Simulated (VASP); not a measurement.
All values below come from PBE GGA, VASP's PBE PAW potentials (set 64) (plane waves; VASP 6.6.1).

VASP input:

**INCAR**
```
# general
SYSTEM   =  Ga37N36
PREC     =  Normal
ENCUT    =  400
LREAL    =  Auto
LASPH    =  .True.
ISYM     =  0
NELECT   =  288.0

# electronic loop
EDIFF    =  1E-5
NELM     =  100
NELMIN   =  4
ALGO     =  Fast
LMAXMIX  =  4

# smearing
ISMEAR   =  0
SIGMA    =  0.05

# functional
GGA      =  PE

# ions
IBRION   =  2
NSW      =  60
ISIF     =  2
EDIFFG   =  -0.03

# output
LWAVE    =  .False.
LCHARG   =  .False.
```

File POSCAR:
```
Ga37N36
1
    4.8683178927    -8.4321738171     0.0000000000
    4.8683178927     8.4321738171     0.0000000000
    0.0000000000     0.0000000000    10.5562839806
Ga N
37 36
Direct
  0.2222220000   0.1111110000   0.2500000000
  0.1111110000   0.2222220000   0.0000000000
  0.2252070000   0.1151630000   0.7480360000
  0.1075820000   0.2211740000   0.4992540000
  0.2222220000   0.4444440000   0.2500000000
  0.1111110000   0.5555560000   0.0000000000
  0.2260990000   0.4435850000   0.7485860000
  0.1111110000   0.5555560000   0.5000000000
  0.2222220000   0.7777780000   0.2500000000
  0.1111110000   0.8888890000   0.0000000000
  0.2222220000   0.7777780000   0.7500000000
  0.1111110000   0.8888890000   0.5000000000
  0.5555560000   0.1111110000   0.2500000000
  0.4444440000   0.2222220000   0.0000000000
  0.5555560000   0.1111110000   0.7500000000
  0.4461440000   0.2185300000   0.4976840000
  0.5555560000   0.4444440000   0.2500000000
  0.4444440000   0.5555560000   0.0000000000
  0.5498240000   0.4400290000   0.7534860000
  0.4397140000   0.5552520000   0.4992920000
  0.5555560000   0.7777780000   0.2500000000
  0.4444440000   0.8888890000   0.0000000000
  0.5555560000   0.7777780000   0.7500000000
  0.4444440000   0.8888890000   0.5000000000
  0.8888890000   0.1111110000   0.2500000000
  0.7777780000   0.2222220000   0.0000000000
  0.8888890000   0.1111110000   0.7500000000
  0.7777780000   0.2222220000   0.5000000000
  0.8888890000   0.4444440000   0.2500000000
  0.7777780000   0.5555560000   0.0000000000
  0.8888890000   0.4444440000   0.7500000000
  0.7777780000   0.5555560000   0.5000000000
  0.8888890000   0.7777780000   0.2500000000
  0.7777780000   0.8888890000   0.0000000000
  0.8888890000   0.7777780000   0.7500000000
  0.7777780000   0.8888890000   0.5000000000
  0.3350940000   0.3360530000   0.5994280000
  0.2201580000   0.1095420000   0.4359970000
  0.1111110000   0.2222220000   0.1885000000
  0.2222220000   0.1111110000   0.9385000000
  0.1104420000   0.2161160000   0.6865010000
  0.2230530000   0.4445900000   0.4340300000
  0.1111110000   0.5555560000   0.1885000000
  0.2222220000   0.4444440000   0.9385000000
  0.1111110000   0.5555560000   0.6885000000
  0.2222220000   0.7777780000   0.4385000000
  0.1111110000   0.8888890000   0.1885000000
  0.2222220000   0.7777780000   0.9385000000
  0.1111110000   0.8888890000   0.6885000000
  0.5555560000   0.1111110000   0.4385000000
  0.4444440000   0.2222220000   0.1885000000
  0.5555560000   0.1111110000   0.9385000000
  0.4437440000   0.2167000000   0.6892040000
  0.5519610000   0.4441200000   0.4357410000
  0.4444440000   0.5555560000   0.1885000000
  0.5555560000   0.4444440000   0.9385000000
  0.4470490000   0.5578830000   0.6904340000
  0.5555560000   0.7777780000   0.4385000000
  0.4444440000   0.8888890000   0.1885000000
  0.5555560000   0.7777780000   0.9385000000
  0.4444440000   0.8888890000   0.6885000000
  0.8888890000   0.1111110000   0.4385000000
  0.7777780000   0.2222220000   0.1885000000
  0.8888890000   0.1111110000   0.9385000000
  0.7777780000   0.2222220000   0.6885000000
  0.8888890000   0.4444440000   0.4385000000
  0.7777780000   0.5555560000   0.1885000000
  0.8888890000   0.4444440000   0.9385000000
  0.7777780000   0.5555560000   0.6885000000
  0.8888890000   0.7777780000   0.4385000000
  0.7777780000   0.8888890000   0.1885000000
  0.8888890000   0.7777780000   0.9385000000
  0.7777780000   0.8888890000   0.6885000000
```

### KPOINTS
```
Automatic mesh
0
G
1 1 1
0 0 0
```

POTCAR, in this order: Ga N (PBE.64 set). Program: vasp_gam.

Output of the run:

**OUTCAR**
```
 ion  position               nearest neighbor table
   1  0.222  0.111  0.250-  38 1.96  39 1.98  51 1.98  47 1.98  16 3.23   2 3.24  14 3.24  10 3.24
                            12 3.24   4 3.24   5 3.25   9 3.25  25 3.25  33 3.25  17 3.25  13 3.25
   2  0.111  0.222  0.000-  40 1.98  44 1.98  64 1.98  39 1.99   1 3.24   5 3.24  25 3.24  27 3.24
                             7 3.24  14 3.25  26 3.25  10 3.25  34 3.25  18 3.25   6 3.25   3 3.25
   3  0.225  0.115  0.748-  41 1.93  53 1.95  49 2.01  40 2.01  37 2.44  19 3.16   7 3.19   4 3.23
                            16 3.23  15 3.24  14 3.24  12 3.24   2 3.25  27 3.26  11 3.27  10 3.27
   4  0.108  0.221  0.499-  62 1.95  41 1.98  38 2.01  42 2.01  37 2.19  25 3.21  28 3.22  36 3.22
                            27 3.23   7 3.23   3 3.23   5 3.24   8 3.24   1 3.24  20 3.24  12 3.25
   5  0.222  0.444  0.250-  42 1.94  39 1.98  55 1.98  43 1.98  20 3.21   4 3.24   2 3.24  18 3.24
                             6 3.24   8 3.24   1 3.25  29 3.25  25 3.25   9 3.25  17 3.25  21 3.25
   6  0.111  0.556  0.000-  48 1.98  68 1.98  44 1.98  43 1.99   9 3.24  11 3.24  29 3.24  31 3.24
                             5 3.24  10 3.25  18 3.25  30 3.25  22 3.25  26 3.25   2 3.25   7 3.27
   7  0.226  0.444  0.749-  57 1.96  44 2.01  45 2.02  41 2.03  37 2.41  19 3.17  20 3.19   3 3.19
                            18 3.23  23 3.23   4 3.23   2 3.24   8 3.25  27 3.26   6 3.27  11 3.27
   8  0.111  0.556  0.500-  46 1.98  66 1.98  45 1.99  42 2.00  20 3.20  11 3.24   9 3.24  29 3.24
                            31 3.24   5 3.24   4 3.24  12 3.25  32 3.25  24 3.25  28 3.25   7 3.25
   9  0.222  0.778  0.250-  47 1.98  43 1.98  59 1.98  46 1.99  10 3.24  12 3.24   6 3.24   8 3.24
                            22 3.24  24 3.24   1 3.25  33 3.25  29 3.25  13 3.25   5 3.25  21 3.25
  10  0.111  0.889  0.000-  48 1.98  40 1.98  72 1.98  47 1.99   9 3.24  11 3.24  33 3.24  35 3.24
                             1 3.24   6 3.25  22 3.25  34 3.25   2 3.25  30 3.25  14 3.25   3 3.27
  11  0.222  0.778  0.750-  49 1.98  45 1.98  61 1.98  48 1.99  10 3.24  12 3.24   6 3.24   8 3.24
                            22 3.24  24 3.24  35 3.25  31 3.25  15 3.25  23 3.25   3 3.27   7 3.27
  12  0.111  0.889  0.500-  38 1.98  46 1.98  70 1.98  49 1.99  16 3.24  11 3.24   9 3.24  33 3.24
                            35 3.24   1 3.24   3 3.24   8 3.25  24 3.25  36 3.25  32 3.25   4 3.25
  13  0.556  0.111  0.250-  63 1.98  59 1.98  51 1.98  50 1.99  16 3.19  26 3.24  28 3.24  22 3.24
                            24 3.24  14 3.24  17 3.25  25 3.25  21 3.25  29 3.25   9 3.25   1 3.25
  14  0.444  0.222  0.000-  40 1.98  56 1.98  52 1.98  51 1.99  19 3.19   1 3.24  17 3.24  13 3.24
                            15 3.24   3 3.24   2 3.25  22 3.25  10 3.25  18 3.25  26 3.25  30 3.25
  15  0.556  0.111  0.750-  53 1.94  65 1.98  61 1.98  52 1.99  16 3.23  19 3.23   3 3.24  26 3.24
                            28 3.24  22 3.24  24 3.24  14 3.24  27 3.25  23 3.25  31 3.25  11 3.25
  16  0.446  0.219  0.498-  50 1.93  54 2.01  38 2.01  53 2.02  37 2.21  13 3.19  24 3.20  28 3.21
                             1 3.23  15 3.23   3 3.23  17 3.24  12 3.24  32 3.26  19 3.28   4 3.31
  17  0.556  0.444  0.250-  54 1.96  51 1.98  67 1.98  55 1.98  16 3.24  30 3.24  32 3.24  14 3.24
                            18 3.24  13 3.25  29 3.25   1 3.25  33 3.25   5 3.25  21 3.25  20 3.25
  18  0.444  0.556  0.000-  44 1.98  60 1.98  56 1.98  55 1.99  19 3.20   7 3.23  21 3.24  23 3.24
                             5 3.24  17 3.24  22 3.25   6 3.25   2 3.25  34 3.25  30 3.25  14 3.25
  19  0.550  0.440  0.753-  56 1.95  57 1.98  53 2.00  69 2.04  37 2.43   3 3.16   7 3.17  14 3.19
                            18 3.20  15 3.23  30 3.24  23 3.26  31 3.28  16 3.28  20 3.29  32 3.29
  20  0.440  0.555  0.499-  42 1.95  58 1.98  54 2.00  57 2.02  37 2.13   7 3.19   8 3.20   5 3.21
...
```

OSZICAR:
```
...
RMM:   6    -0.442762786393E+03    0.20902E-05   -0.46252E-04   371   0.379E-02    0.246E-02
RMM:   7    -0.442762773932E+03    0.12461E-04   -0.74379E-05   327   0.194E-02    0.828E-03
RMM:   8    -0.442762776754E+03   -0.28222E-05   -0.36525E-05   266   0.114E-02
   8 F= -.44276278E+03 E0= -.44276278E+03  d E =-.625753E-01
       N       E                     dE             d eps       ncg     rms          rms(c)
DAV:   1    -0.442768854186E+03   -0.60803E-02   -0.20540E+00   404   0.365E+00    0.322E-01
RMM:   2    -0.442772382403E+03   -0.35282E-02   -0.45751E-02   362   0.468E-01    0.144E-01
RMM:   3    -0.442772766059E+03   -0.38366E-03   -0.76385E-03   402   0.173E-01    0.103E-01
RMM:   4    -0.442772576467E+03    0.18959E-03   -0.11826E-03   362   0.761E-02    0.371E-02
RMM:   5    -0.442772580893E+03   -0.44257E-05   -0.30126E-04   402   0.360E-02    0.239E-02
RMM:   6    -0.442772577809E+03    0.30842E-05   -0.16954E-04   367   0.230E-02    0.143E-02
RMM:   7    -0.442772573773E+03    0.40360E-05   -0.25486E-05   245   0.114E-02
   9 F= -.44277257E+03 E0= -.44277257E+03  d E =-.723723E-01
       N       E                     dE             d eps       ncg     rms          rms(c)
DAV:   1    -0.442790347248E+03   -0.17769E-01   -0.51010E+00   362   0.576E+00    0.416E-01
RMM:   2    -0.442797146062E+03   -0.67988E-02   -0.86821E-02   362   0.652E-01    0.191E-01
RMM:   3    -0.442797865052E+03   -0.71899E-03   -0.14699E-02   391   0.247E-01    0.133E-01
RMM:   4    -0.442797475507E+03    0.38954E-03   -0.24123E-03   364   0.108E-01    0.433E-02
RMM:   5    -0.442797506246E+03   -0.30740E-04   -0.68540E-04   406   0.509E-02    0.239E-02
RMM:   6    -0.442797509868E+03   -0.36212E-05   -0.17706E-04   373   0.259E-02    0.140E-02
RMM:   7    -0.442797507308E+03    0.25600E-05   -0.30920E-05   257   0.124E-02
  10 F= -.44279751E+03 E0= -.44279751E+03  d E =-.249335E-01
       N       E                     dE             d eps       ncg     rms          rms(c)
DAV:   1    -0.442797798041E+03   -0.28817E-03   -0.19905E-01   420   0.114E+00    0.820E-02
RMM:   2    -0.442798065393E+03   -0.26735E-03   -0.34285E-03   362   0.129E-01    0.376E-02
RMM:   3    -0.442798096562E+03   -0.31168E-04   -0.60404E-04   395   0.494E-02    0.265E-02
RMM:   4    -0.442798081355E+03    0.15206E-04   -0.95301E-05   358   0.215E-02    0.861E-03
RMM:   5    -0.442798082155E+03   -0.79960E-06   -0.23141E-05   230   0.102E-02
  11 F= -.44279808E+03 E0= -.44279808E+03  d E =-.255084E-01
       N       E                     dE             d eps       ncg     rms          rms(c)
DAV:   1    -0.442805844862E+03   -0.77635E-02   -0.48319E+00   362   0.562E+00    0.390E-01
RMM:   2    -0.442812125941E+03   -0.62811E-02   -0.82078E-02   362   0.629E-01    0.175E-01
RMM:   3    -0.442812855983E+03   -0.73004E-03   -0.14523E-02   401   0.242E-01    0.130E-01
RMM:   4    -0.442812484742E+03    0.37124E-03   -0.21426E-03   364   0.103E-01    0.398E-02
RMM:   5    -0.442812506461E+03   -0.21719E-04   -0.57859E-04   397   0.489E-02    0.211E-02
RMM:   6    -0.442812510250E+03   -0.37889E-05   -0.13823E-04   380   0.231E-02    0.121E-02
RMM:   7    -0.442812509673E+03    0.57725E-06   -0.25654E-05   230   0.114E-02
  12 F= -.44281251E+03 E0= -.44281251E+03  d E =-.144275E-01
       N       E                     dE             d eps       ncg     rms          rms(c)
DAV:   1    -0.442812528898E+03   -0.18648E-04   -0.10885E-02   436   0.266E-01    0.191E-02
RMM:   2    -0.442812544363E+03   -0.15466E-04   -0.20445E-04   358   0.313E-02    0.866E-03
RMM:   3    -0.442812546123E+03   -0.17599E-05   -0.35061E-05   260   0.124E-02    0.634E-03
RMM:   4    -0.442812545548E+03    0.57480E-06   -0.69728E-06   216   0.568E-03
  13 F= -.44281255E+03 E0= -.44281255E+03  d E =-.144634E-01
       N       E                     dE             d eps       ncg     rms          rms(c)
DAV:   1    -0.442815392919E+03   -0.28468E-02   -0.32782E+00   372   0.463E+00    0.307E-01
RMM:   2    -0.442819788981E+03   -0.43961E-02   -0.55351E-02   362   0.514E-01    0.139E-01
RMM:   3    -0.442820297097E+03   -0.50812E-03   -0.94732E-03   398   0.196E-01    0.105E-01
RMM:   4    -0.442820030500E+03    0.26660E-03   -0.13578E-03   364   0.833E-02    0.321E-02
RMM:   5    -0.442820042868E+03   -0.12367E-04   -0.39445E-04   389   0.402E-02    0.160E-02
RMM:   6    -0.442820045722E+03   -0.28547E-05   -0.89055E-05   346   0.185E-02
  14 F= -.44282005E+03 E0= -.44282005E+03  d E =-.750017E-02
       N       E                     dE             d eps       ncg     rms          rms(c)
DAV:   1    -0.442820046585E+03   -0.37172E-05   -0.14755E-04   372   0.314E-02    0.421E-03
RMM:   2    -0.442820046774E+03   -0.18877E-06   -0.63106E-06   217   0.615E-03    0.293E-03
RMM:   3    -0.442820046673E+03    0.10111E-06   -0.73188E-07   162   0.224E-03    0.174E-03
RMM:   4    -0.442820046669E+03    0.34561E-08   -0.74878E-07   156   0.188E-03
  15 F= -.44282005E+03 E0= -.44282005E+03  d E =-.750112E-02
       N       E                     dE             d eps       ncg     rms          rms(c)
DAV:   1    -0.442820884608E+03   -0.83794E-03   -0.55156E-01   372   0.191E+00    0.156E-01
RMM:   2    -0.442821672861E+03   -0.78825E-03   -0.11075E-02   362   0.232E-01    0.743E-02
RMM:   3    -0.442821724649E+03   -0.51789E-04   -0.18563E-03   400   0.860E-02    0.510E-02
RMM:   4    -0.442821669495E+03    0.55154E-04   -0.34957E-04   362   0.403E-02    0.158E-02
RMM:   5    -0.442821670544E+03   -0.10488E-05   -0.75852E-05   344   0.180E-02
  16 F= -.44282167E+03 E0= -.44282167E+03  d E =-.162387E-02
       N       E                     dE             d eps       ncg     rms          rms(c)
DAV:   1    -0.442821796133E+03   -0.12664E-03   -0.29839E-02   404   0.443E-01    0.357E-02
RMM:   2    -0.442821830294E+03   -0.34162E-04   -0.53856E-04   362   0.505E-02    0.159E-02
RMM:   3    -0.442821831929E+03   -0.16351E-05   -0.88333E-05   320   0.189E-02    0.102E-02
RMM:   4    -0.442821829476E+03    0.24532E-05   -0.14439E-05   216   0.820E-03
  17 F= -.44282183E+03 E0= -.44282183E+03  d E =-.178281E-02
       N       E                     dE             d eps       ncg     rms          rms(c)
DAV:   1    -0.442822224571E+03   -0.39264E-03   -0.11776E-01   372   0.883E-01    0.688E-02
RMM:   2    -0.442822385923E+03   -0.16135E-03   -0.22045E-03   362   0.104E-01    0.316E-02
RMM:   3    -0.442822398638E+03   -0.12715E-04   -0.35571E-04   394   0.387E-02    0.225E-02
RMM:   4    -0.442822387787E+03    0.10850E-04   -0.63184E-05   348   0.175E-02    0.740E-03
RMM:   5    -0.442822388032E+03   -0.24480E-06   -0.13163E-05   218   0.807E-03
  18 F= -.44282239E+03 E0= -.44282239E+03  d E =-.558556E-03
       N       E                     dE             d eps       ncg     rms          rms(c)
DAV:   1    -0.442822388248E+03   -0.46057E-06   -0.10925E-04   372   0.277E-02    0.317E-03
RMM:   2    -0.442822388701E+03   -0.45309E-06   -0.54992E-06   211   0.574E-03    0.226E-03
RMM:   3    -0.442822388669E+03    0.31723E-07   -0.54066E-07   125   0.210E-03    0.153E-03
RMM:   4    -0.442822388653E+03    0.16524E-07   -0.47557E-07   118   0.182E-03
  19 F= -.44282239E+03 E0= -.44282239E+03  d E =-.559176E-03
       N       E                     dE             d eps       ncg     rms          rms(c)
DAV:   1    -0.442822551219E+03   -0.16255E-03   -0.78110E-02   372   0.717E-01    0.534E-02
RMM:   2    -0.442822661366E+03   -0.11015E-03   -0.14642E-03   362   0.844E-02    0.244E-02
RMM:   3    -0.442822670856E+03   -0.94900E-05   -0.23611E-04   395   0.314E-02    0.181E-02
RMM:   4    -0.442822662816E+03    0.80400E-05   -0.42611E-05   294   0.143E-02
  20 F= -.44282266E+03 E0= -.44282266E+03  d E =-.274163E-03
```

File OUTCAR:
```
------------------------ aborting loop because EDIFF is reached ----------------------------------------
  FORCE on cell =-STRESS in cart. coord.  units (eV):
  Direction    XX          YY          ZZ          XY          YZ          ZX
  --------------------------------------------------------------------------------------
  Total      -18.8384262    -18.3214751    -29.8796080      0.0816950     -0.1374002      0.0413815
  in kB      -34.8253638    -33.8697100    -55.2364728      0.1510241     -0.2540027      0.0764994
  external PRESSURE =     -41.3105155 kB  Pullay stress =       0.0000000 kB
  volume of cell :      866.68
      direct lattice vectors                 reciprocal lattice vectors
     4.868317893 -8.432173817  0.000000000     0.102704879 -0.059296690  0.000000000
     4.868317893  8.432173817  0.000000000     0.102704879  0.059296690  0.000000000
     0.000000000  0.000000000 10.556283981     0.000000000  0.000000000  0.094730305
  FREE ENERGIE OF THE ION-ELECTRON SYSTEM (eV)
  ---------------------------------------------------
  free  energy   TOTEN  =      -442.8226628161 eV

  energy  without entropy=     -442.8226628161  energy(sigma->0) =     -442.82266282

 reached required accuracy - stopping structural energy minimisation
```
(Selected blocks of OUTCAR.)

File CONTCAR:
```
Ga37N36
   1.00000000000000
     4.8683178927000004   -8.4321738171000007    0.0000000000000000
     4.8683178927000004    8.4321738171000007    0.0000000000000000
     0.0000000000000000    0.0000000000000000   10.5562839805999999
  Ga              N
    37    36
Direct
     0.2215281112986157    0.1099223269624139    0.2470890133944630
     0.1097288881105841    0.2213460971776196    0.0033490812217768
     0.2136129193889451    0.0932022261431336    0.7639873380197439
     0.0916885611293563    0.2125675853834046    0.4805048370392292
     0.2214150159156066    0.4448139750837276    0.2469694576380849
     0.1093828749727014    0.5570736984791574    0.0044388071441130
     0.2134769275260839    0.4529818827631930    0.7637739824051598
     0.1097091714585724    0.5563410338430612    0.5007109755944315
     0.2228272699425952    0.7780490771603025    0.2506765214819888
     0.1093339795847061    0.8852850106088067    0.0043972060365875
     0.2213607937333132    0.7770710495184546    0.7519036233002107
     0.1097600305915179    0.8866135266978261    0.5008246453225573
     0.5579182174186871    0.1087381272193308    0.2429800033505048
     0.4451864450223000    0.2211430528954948    0.0035609734789352
     0.5575417009100172    0.1089379912833916    0.7499691779775708
     0.4537876633645681    0.2115801481999501    0.4801082204626521
     0.5557916772232714    0.4445584890639945    0.2474993418454011
     0.4450845983405549    0.5568538766127339    0.0034069045386035
     0.5733268208539591    0.4529212202309125    0.7642705229384423
     0.4534424389542455    0.5750500158737145    0.4803959143884422
     0.5577717808447064    0.7822802782102375    0.2430456222927158
     0.4430857064716180    0.8880295381552525    0.9972580205785156
     0.5574570914123025    0.7812592558903841    0.7499333986977260
     0.4427848082932956    0.8879047503888615    0.4996786086010059
     0.8843673663167826    0.1088161469279040    0.2431128747535380
     0.7786063319296324    0.2236066667391848    0.9972903488221142
     0.8853608741205757    0.1091078426634655    0.7498331525694120
     0.7784804094690710    0.2235625445512734    0.4996540307914926
     0.8882675541279413    0.4436518910312056    0.2507391273710444
     0.7808690864518500    0.5570115253624457    0.0046481655200930
     0.8893404828068828    0.4450932744323195    0.7519211794941841
     0.7788956704012371    0.5560557206158820    0.5009578731736174
     0.8882859970344031    0.7779426943761353    0.2507668116037229
     0.7784925989055874    0.8881675458605305    0.9974033650100423
     0.8892496587317551    0.7771547179506110    0.7519842007866947
     0.7785098507802619    0.8880121016176121    0.4996358093818505
     0.3342839628777238    0.3331517475759251    0.6082908842919217
     0.2236943794242086    0.1141963119361793    0.4404767150925104
     0.1100493584608197    0.2215935754069960    0.1912961501898654
     0.2216346751804386    0.1096596724715689    0.9458852588614911
     0.1207247931356484    0.2268307937496527    0.6854084019155982
     0.2234520904610997    0.4427644421825006    0.4401924184897956
     0.1104559161063421    0.5558473124242628    0.1916342693671554
     0.2215693082103025    0.4448856468251891    0.9457767278522928
     0.1095038830589009    0.5568780296089032    0.6884213952350017
     0.2224151360348014    0.7778622321778595    0.4392362802876934
     0.1104975218563414    0.8879556114136780    0.1917129047259569
     0.2210861078280519    0.7770689945735871    0.9388161301090897
     0.1094116114709106    0.8854327318192323    0.6885271424677907
     0.5610164104223268    0.1053656602287688    0.4320959218616245
     0.4447829109291153    0.2214755120773101    0.1915279145170037
     0.5547693017201848    0.1118168493584084    0.9358959040891810
     0.4401510999236836    0.2261781628540405    0.6857946251877316
     0.5510549310542174    0.4420810113527586    0.4409843590848276
     0.4446939220504214    0.5564623331633483    0.1914105090755266
     0.5565938883716227    0.4447411509923327    0.9460457551566644
     0.4398019428061508    0.5462512739961484    0.6856590837215586
     0.5609932055882145    0.7885486933797994    0.4322335639901324
     0.4430821413035058    0.8881227533080338    0.1844543554898330
     0.5547103486164465    0.7758301493072683    0.9358616329900817
     0.4437682541211509    0.8882289317729976    0.6874778582070373
     0.8781506816075252    0.1056037082207502    0.4323004142299687
     0.7784248950595055    0.2233971865270349    0.1844876073361651
     0.8908210329655131    0.1119183353432685    0.9357575479854709
     0.7783079568113166    0.2227194861053476    0.6874701675924197
     0.8882058422882084    0.4439369448934950    0.4392842073155550
     0.7778581816878303    0.5556171321116135    0.1919636451757651
     0.8893567474252632    0.4455118558882954    0.9388623364795152
     0.7808420997033523    0.5569297522712237    0.6885428094292521
     0.8883297138237750    0.7775129076937709    0.4392901441819742
     0.7783347659948721    0.8882516821241793    0.1845479066165981
     0.8893214939836813    0.7769836293873215    0.9389111535440712
     0.7781931137984083    0.8884198895030161    0.6874597608291464
```

At this cut-off the stress carries a Pulay error, which pulls relaxed volumes low. The cell is charged, with a uniform compensating background. The supercell is sampled at Γ alone, which is coarse: total energies, pressure and levels can be off, energies of defects by several tenths of an eV.

The cell is a supercell with a defect, built from GaN (wurtzite): Ga_i, charge +3. The run is not spin-polarised, so no state with unpaired spins was tried.
